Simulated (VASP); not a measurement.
```
Tc
1.0
    1.36632    -2.36654     0.00000
    1.36632     2.36654     0.00000
    0.00000     0.00000     4.38552
Tc
2
Cartesian
  1.36632   0.78885   1.09638
  1.36632  -0.78885   3.28914
```

These are r2SCAN meta-GGA, VASP's PBE PAW potentials (set 64) (plane waves; VASP) values and carry that method's errors. Run with 400 eV cut-off, 14×14×8 Γ-centred mesh, first-order Methfessel-Paxton smearing of 0.10 eV, potentials Tc_pv.

Question: Estimate the energy per atom (σ→0), band gap (on the k-mesh) with the smallest direct gap where there is one.

Answer: 
```
Property                                                    Result
------------------------  ----------------------------------------
band gap (on the k-mesh)  none (metal, semimetal or under 0.01 eV)
energy per atom (σ→0)                              -25.965 eV/atom
```

The absolute energy has meaning only against runs of the same code, potentials and settings.

The compound is Tc in the hcp structure. It was relaxed first. The start is the result of an earlier pass.
